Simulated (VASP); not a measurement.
All values below come from PW91 GGA, VASP's PBE PAW potentials (set 64) (plane waves; VASP 6.6.1).

Input for VASP

File POSCAR:
```
AlN
3.129030
  0.4999999362  -0.8660252914   0.0000000000
  0.4999999362   0.8660252914   0.0000000000
  0.0000000000   0.0000000000   1.6012778045
Al N
2 2
Cartesian
  0.4999999362  -0.2886756745   0.8007330274
  0.4999999362   0.2886756745   0.0000941252
  0.4999999362  -0.2886756745   1.4122328984
  0.4999999362   0.2886756745   0.6115939961
```

File KPOINTS:
```
k-points along high-symmetry lines
10
Line-mode
Reciprocal
  0.000000   0.000000   0.000000 ! GAMMA
  0.000000   0.500000   0.000000 ! M

  0.000000   0.500000   0.000000 ! M
 -0.333333   0.666667   0.000000 ! K

 -0.333333   0.666667   0.000000 ! K
  0.000000   0.000000   0.000000 ! GAMMA

  0.000000   0.000000   0.000000 ! GAMMA
  0.000000   0.000000   0.500000 ! A

  0.000000   0.000000   0.500000 ! A
  0.000000   0.500000   0.500000 ! L

  0.000000   0.500000   0.500000 ! L
 -0.333333   0.666667   0.500000 ! H

 -0.333333   0.666667   0.500000 ! H
  0.000000   0.000000   0.500000 ! A

  0.000000   0.500000   0.500000 ! L
  0.000000   0.500000   0.000000 ! M

 -0.333333   0.666667   0.500000 ! H
 -0.333333   0.666667   0.000000 ! K
```

### INCAR
```
ALGO = Normal
EDIFF = 1E-7
ENCUT = 520
GGA = 91
ICHARG = 11
ISMEAR = 0
LASPH = .TRUE.
LCHARG = .FALSE.
LORBIT = 11
LREAL = .FALSE.
LWAVE = .FALSE.
NELM = 100
PREC = Accurate
SIGMA = 0.05
SYSTEM = AlN
```

POTCAR, in this order: Al N (PBE.64 set). Program: vasp_std. Read from the step before: CHGCAR.

The resulting files:

**OSZICAR**
```
       N       E                     dE             d eps       ncg     rms          rms(c)
DAV:   1     0.467543235718E+02    0.46754E+02   -0.74529E+03  2160   0.119E+03
DAV:   2    -0.257433527060E+02   -0.72498E+02   -0.65845E+02  3164   0.206E+02
DAV:   3    -0.292112777538E+02   -0.34679E+01   -0.34467E+01  2800   0.485E+01
DAV:   4    -0.292438009628E+02   -0.32523E-01   -0.32506E-01  2548   0.537E+00
DAV:   5    -0.292443322916E+02   -0.53133E-03   -0.53129E-03  2712   0.700E-01
DAV:   6    -0.292443458093E+02   -0.13518E-04   -0.13517E-04  2576   0.113E-01
DAV:   7    -0.292443462237E+02   -0.41438E-06   -0.41438E-06  2696   0.198E-02
DAV:   8    -0.292443462368E+02   -0.13116E-07   -0.13116E-07  2164   0.356E-03
   1 F= -.29244346E+02 E0= -.29244346E+02  d E =-.518242E-17
```

OUTCAR:
```
 val. band max:        5.9414674760   @ k =  -0.0000   0.0000   0.0000

 cond. band min:      10.0281768101   @ k =   0.0000   0.0000   0.0000



 k-point     1 :       0.0000    0.0000    0.0000
  band No.  band energies     occupation
      1      -9.1173      2.00000
      2      -7.0240      2.00000
      3       0.0392      2.00000
      4       5.0816      2.00000
      5       5.0816      2.00000
      6       5.7263      2.00000
      7       5.7263      2.00000
      8       5.9415      2.00000
      9      10.0282      0.00000
     10      12.4734      0.00000
     11      16.4239      0.00000
     12      16.9700      0.00000

 k-point     2 :       0.0000    0.0556    0.0000
  band No.  band energies     occupation
      1      -9.0787      2.00000
      2      -7.0019      2.00000
      3       0.0854      2.00000
      4       4.8954      2.00000
      5       5.0286      2.00000
      6       5.5305      2.00000
      7       5.7213      2.00000
      8       5.9255      2.00000
      9      10.2265      0.00000
     10      12.6443      0.00000
     11      16.2639      0.00000
     12      16.6782      0.00000

 k-point     3 :       0.0000    0.1111    0.0000
  band No.  band energies     occupation
      1      -8.9640      2.00000
      2      -6.9383      2.00000
      3       0.2229      2.00000
      4       4.3883      2.00000
      5       4.8881      2.00000
      6       5.0520      2.00000
      7       5.6976      2.00000
      8       5.8710      2.00000
      9      10.7131      0.00000
     10      13.0774      0.00000
     11      15.7975      0.00000
     12      16.0656      0.00000

 k-point     4 :       0.0000    0.1667    0.0000
  band No.  band energies     occupation
      1      -8.7779      2.00000
      2      -6.8410      2.00000
      3       0.4486      2.00000
      4       3.6844      2.00000
      5       4.4482      2.00000
      6       4.6970      2.00000
      7       5.6453      2.00000
...
```

The density is held fixed in this step, so its total energy and stress have no physical meaning.

The compound is AlN in the wurtzite structure. It was relaxed first.
